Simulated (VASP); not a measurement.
Data:

```
MgS
1.0
    0.00000     2.65200     2.65200
    2.65200     0.00000     2.65200
    2.65200     2.65200     0.00000
Mg S
1 1
Cartesian
  0.00000   0.00000   0.00000
  2.65200   2.65200   2.65200
```

These are PBE GGA, VASP's PBE PAW potentials (set 64) (plane waves; VASP) values and carry that method's errors. Run with 400 eV cut-off, 7×7×7 Γ-centred mesh, Gaussian smearing of 0.050 eV, potentials Mg S.

**Question.** Give the stress tensor in GPa (positive for a compressed cell).

**Answer.** 
```
-3.12   0.00   0.00
 0.00  -3.12   0.00
 0.00   0.00  -3.12
```
The pressure is its mean diagonal, -3.12 GPa.

The compound is MgS in the rock salt structure. The cell was not relaxed at this level.
